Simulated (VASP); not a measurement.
# LiGeH3: single point with PBE

The system is LiGeH3.

```
Li Ge H
1.0
     4.24196    0.00000    0.00000
    -2.12098    3.67364    0.00000
     0.00000    0.00000    6.10492
Li Ge H
2 2 6
Direct
  0.33333 0.66667 0.75000
  0.66667 0.33333 0.25000
  0.00000 0.00000 0.00000
  0.00000 0.00000 0.50000
  0.83676 0.67351 0.75000
  0.32649 0.16324 0.75000
  0.83676 0.16324 0.75000
  0.16324 0.32649 0.25000
  0.67351 0.83676 0.25000
  0.16324 0.83676 0.25000
```

The cell was built by a generator and needn't be a form met in nature.

```
Program                : VASP 6.6.1
Task                   : single point
Functional             : PBE
Potentials or basis    : VASP PAW PBE potentials, release 64 (Li_sv, Ge_d, H)
Cutoff                 : 520 eV
k mesh                 : 9 × 9 × 8
Occupations            : gaussian, width 0.1 eV
Spin                   : no spin polarisation
Dipole correction      : no
Further INCAR settings : ALGO = Fast; EDIFF = 1e-07; NBANDS = 31
```

| Property | Result |
| --- | --- |
| Band gap on the k mesh | none (metal or under the smearing width) |

Forces on the atoms (eV/Å):
```
Li   0.000  0.000  0.000
Li   0.000  0.000  0.000
Ge   0.000  0.000  0.000
Ge   0.000  0.000  0.000
H    0.000 -0.002  0.000
H    0.002  0.001  0.000
H   -0.002  0.001  0.000
H    0.000  0.002  0.000
H   -0.002 -0.001  0.000
H    0.002 -0.001  0.000
```

Levels at points of the mesh, in eV from the Fermi level:
| k point | band 18 | band 19 | band 20 | band 21 | band 22 | band 23 |
| --- | --- | --- | --- | --- | --- | --- |
| (0.00, 0.00, 0.00) | -1.41 | -1.41 | 0.83 | 1.60 | 1.60 | 3.16 |
| (0.00, 0.00, 0.50) | -2.96 | -2.96 | -2.96 | 2.16 | 2.16 | 2.68 |

Wall time 5.3 min on 1 thread of AMD EPYC 9R45 96-Core Processor (Zen 5), on a shared host, peak memory 0.28 GiB.
